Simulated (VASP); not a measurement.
Crystal: Mg.

```
Mg
1.0
     3.20930    0.00000    0.00000
    -1.60465    2.77934    0.00000
     0.00000    0.00000    5.21030
Mg
2
Cartesian
  0.0000 1.8529 1.3026
  1.6047 0.9264 3.9077
```

* Program: VASP 6.6.1
* Task: relaxation of cell and atoms
* Functional: LDA
* Potentials or basis: VASP PAW LDA potentials, release 64 (Mg)
* Cutoff: 600 eV
* k mesh: 8 × 8 × 5
* Occupations: fermi-dirac, width 0.05 eV
* Spin: no spin polarisation

At the start: pressure -2.8 GPa; volume 23.24 Å³/atom.

Question: Where does the relaxation end?

Answer: Over 3 steps the energy falls by 16.5 meV/atom and the volume is 21.48 Å³/atom (-7.6 %); space group P6_3/mmc (No. 194, to 0.05 Å).

Step by step:
```csv
step,energy change (eV),largest force (eV/Å),pressure (GPa),volume (Å³)
1,0.0000,0.0000,-2.77,46.47
2,-0.0306,0.0000,-0.82,43.82
3,-0.0329,0.0000,-0.03,42.96
```

Final structure:
```yaml
crystal:
  lattice:
    - [3.12306, 0.00000, 0.00000]
    - [-1.56153, 2.70465, 0.00000]
    - [0.00000, 0.00000, 5.08558]
  atoms:
    - { symbol: Mg, position: [0.33333, 0.66667, 0.25000] }
    - { symbol: Mg, position: [0.66667, 0.33333, 0.75000] }
```
